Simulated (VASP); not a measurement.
Data:

```xyz
1
Lattice="0.0000 2.0450 2.0450 2.0450 0.0000 2.0450 2.0450 2.0450 0.0000" Properties=species:S:1:pos:R:3 pbc="T T T"
Ag     0.0000     0.0000     0.0000
```

Level of theory: PBEsol GGA, VASP's PBE PAW potentials (set 64) (plane waves; VASP). Run with 480 eV cut-off, 14×14×14 Γ-centred mesh, first-order Methfessel-Paxton smearing of 0.10 eV, potentials Ag.

Energy and stress use the plane-wave basis of the starting cell.

Problem. The ions, cell shape and volume are relaxed. Predict the relaxed structure.

Solution. 
```xyz
1
Lattice="0.0000 2.0254 2.0254 2.0254 0.0000 2.0254 2.0254 2.0254 0.0000" Properties=species:S:1:pos:R:3 pbc="T T T"
Ag     0.0000     0.0000     0.0000
```
Space group Fm-3m (225), at a tolerance of 0.03 Å.

Problem. How do energy and volume change from the first to the last step?

Solution. The energy (σ→0) changes by -5.1 meV/atom and the volume by -2.8 %, in 3 ionic steps.

```csv
step,E(σ→0) (eV),max force (eV/Å),pressure (GPa),volume (Å³)
1,-3.3041,0.000,-3.14,17.10
2,-3.3066,0.000,2.56,16.29
3,-3.3091,0.000,-0.01,16.62
```

The compound is Ag in the fcc structure. This run relaxes it. Symmetry was kept, so distortions that lower it aren't found.
